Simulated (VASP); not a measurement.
Data:

```yaml
crystal:
  lattice:
    - [-1.61946, 1.61946, 1.61946]
    - [1.61946, -1.61946, 1.61946]
    - [1.61946, 1.61946, -1.61946]
  atoms:
    - { symbol: Au, position: [0.00000, 0.00000, 0.00000] }
```

Level of theory: PBEsol GGA, VASP's PBE PAW potentials (set 64) (plane waves; VASP). Numerical set-up: 480 eV cut-off, 14×14×14 Γ-centred mesh, first-order Methfessel-Paxton smearing of 0.10 eV, potentials Au.

Unless said otherwise, spin-orbit coupling is left out, though it shifts the bands of the heavy elements here.

**Question.** Estimate the energy per atom (σ→0), band gap (on the k-mesh) with the smallest direct gap where there is one.

**Answer.** 
The band gap (on the k-mesh) comes out as none (metal, semimetal or under 0.01 eV) and the energy per atom (σ→0) is -376.5 kJ/mol of atoms.

The structure was generated: Au was put into the bcc type (Im-3m), which need not be its known phase. It was relaxed first.
